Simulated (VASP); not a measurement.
Calculation: TPSS meta-GGA, VASP's PBE PAW potentials (set 64) (plane waves; VASP 6.6.1).

The input files of a VASP run:

KPOINTS:
```
Regular mesh
0
G
16 16 16
```

**POSCAR**
```
Ir
1
    0.0000000000     1.8883690891     1.8883690891
    1.8883690891     0.0000000000     1.8883690891
    1.8883690891     1.8883690891     0.0000000000
Ir
1
Direct
  0.0000000000   0.0000000000   0.0000000000
```

INCAR:
```
ALGO  =  Normal
EDIFF  =  1E-7
ENCUT  =  520
ISIF  =  2
ISMEAR  =  1
LASPH  =  .TRUE.
LCHARG  =  .FALSE.
LMAXMIX  =  6
LMIXTAU  =  .TRUE.
LREAL  =  .FALSE.
LWAVE  =  .FALSE.
METAGGA  =  TPSS
NELM  =  100
PREC  =  Accurate
SIGMA  =  0.1
SYSTEM  =  Ir
```

POTCAR, in this order: Ir (PBE.64 set). Program: vasp_std.

Output of the run:

File OSZICAR:
```
       N       E                     dE             d eps       ncg     rms          rms(c)
DAV:   1     0.625247018617E+02    0.62525E+02   -0.49219E+03  2352   0.115E+03
DAV:   2    -0.143179603606E+01   -0.63956E+02   -0.62705E+02  2344   0.282E+02
DAV:   3    -0.244874106961E+01   -0.10169E+01   -0.10152E+01  3496   0.526E+01
DAV:   4    -0.245396585414E+01   -0.52248E-02   -0.52246E-02  3432   0.261E+00
DAV:   5    -0.245397906711E+01   -0.13213E-04   -0.13214E-04  3488   0.102E-01    0.170E+01
DAV:   6    -0.984798492653E+01   -0.73940E+01   -0.59496E+00  2320   0.326E+01    0.110E+01
DAV:   7    -0.935023223631E+01    0.49775E+00   -0.23463E+00  2504   0.213E+01    0.168E+00
DAV:   8    -0.953592257364E+01   -0.18569E+00   -0.95634E-02  2656   0.476E+00    0.546E-01
DAV:   9    -0.953262323727E+01    0.32993E-02   -0.27214E-02  2624   0.234E+00    0.547E-01
DAV:  10    -0.953633810411E+01   -0.37149E-02   -0.13982E-02  2856   0.187E+00    0.164E-01
DAV:  11    -0.953687035465E+01   -0.53225E-03   -0.10486E-03  3440   0.399E-01    0.487E-02
DAV:  12    -0.953687841206E+01   -0.80574E-05   -0.55772E-06  2480   0.343E-02    0.516E-02
DAV:  13    -0.953690702786E+01   -0.28616E-04   -0.13412E-04  2688   0.165E-01    0.131E-02
DAV:  14    -0.953690485044E+01    0.21774E-05   -0.90211E-06  2928   0.498E-02    0.249E-03
DAV:  15    -0.953690525262E+01   -0.40218E-06   -0.48887E-08  1872   0.317E-03    0.137E-03
DAV:  16    -0.953690500979E+01    0.24284E-06   -0.20195E-08  1264   0.149E-03    0.204E-04
DAV:  17    -0.953690526877E+01   -0.25898E-06   -0.34081E-09  1200   0.730E-04    0.978E-05
DAV:  18    -0.953690521659E+01    0.52184E-07   -0.78871E-10  1192   0.281E-04
   1 F= -.95369052E+01 E0= -.95367363E+01  d E =-.506859E-03
```

**OUTCAR**
```
------------------------ aborting loop because EDIFF is reached ----------------------------------------
  FORCE on cell =-STRESS in cart. coord.  units (eV):
  Direction    XX          YY          ZZ          XY          YZ          ZX
  --------------------------------------------------------------------------------------
  Total        2.2796166      2.2796166      2.2796166      0.0000000      0.0000000      0.0000000
  in kB      271.1950440    271.1950440    271.1950440      0.0000000      0.0000000      0.0000000
  external PRESSURE =     271.1950440 kB  Pullay stress =       0.0000000 kB
  volume of cell :       13.47
      direct lattice vectors                 reciprocal lattice vectors
     0.000000000  1.888369089  1.888369089    -0.264778746  0.264778746  0.264778746
     1.888369089  0.000000000  1.888369089     0.264778746 -0.264778746  0.264778746
     1.888369089  1.888369089  0.000000000     0.264778746  0.264778746 -0.264778746
 POSITION                                       TOTAL-FORCE (eV/Angst)
 -----------------------------------------------------------------------------------
      0.00000      0.00000      0.00000         0.000000     -0.000000      0.000000
 -----------------------------------------------------------------------------------
    total drift:                               -0.000000     -0.000000     -0.000000
  FREE ENERGIE OF THE ION-ELECTRON SYSTEM (eV)
  ---------------------------------------------------
  free  energy   TOTEN  =        -9.5369052166 eV

  energy  without entropy=       -9.5363983573  energy(sigma->0) =       -9.53673626
```
(Selected blocks of OUTCAR.)

File OUTCAR:
```
 val. band max:       11.2342138969   @ k =   0.3125   0.2500   0.0625

 cond. band min:      11.2508582929   @ k =   0.3750   0.0625   0.0000


 Fermi energy:        11.2475985132

 k-point     1 :       0.0000    0.0000    0.0000
  band No.  band energies     occupation
      1      -0.3376      2.00000
      2       7.0758      2.00000
      3       7.0758      2.00000
      4       7.0758      2.00000
      5       9.9440      2.00000
      6       9.9440      2.00000
      7      25.4497      0.00000
      8      31.3709      0.00000

 k-point     2 :       0.0625    0.0000    0.0000
  band No.  band energies     occupation
      1      -0.1545      2.00000
      2       6.9739      2.00000
      3       7.1570      2.00000
      4       7.1570      2.00000
      5       9.8894      2.00000
      6       9.8894      2.00000
      7      25.7737      0.00000
      8      30.4020      0.00000

 k-point     3 :       0.1250    0.0000    0.0000
  band No.  band energies     occupation
      1       0.3688      2.00000
      2       6.7256      2.00000
      3       7.3592      2.00000
      4       7.3592      2.00000
      5       9.7833      2.00000
      6       9.7833      2.00000
      7      26.6346      0.00000
      8      28.6834      0.00000

 k-point     4 :       0.1875    0.0000    0.0000
  band No.  band energies     occupation
      1       1.1378      2.00000
      2       6.4929      2.00000
      3       7.5421      2.00000
      4       7.5421      2.00000
      5       9.8021      2.00000
      6       9.8021      2.00000
      7      26.7703      0.00000
      8      27.9003      0.00000

 k-point     5 :       0.2500    0.0000    0.0000
  band No.  band energies     occupation
      1       1.9420      2.00000
      2       6.5402      2.00000
      3       7.5332      2.00000
      4       7.5332      2.00000
      5      10.1430      2.00000
      6      10.1430      2.00000
      7      25.1750      0.00000
...
```

Unless said otherwise, spin-orbit coupling is left out, though it shifts the bands of the heavy elements here.

The compound is Ir in the fcc structure. This cell is one point of a volume scan, at 0.94 of the reference volume.
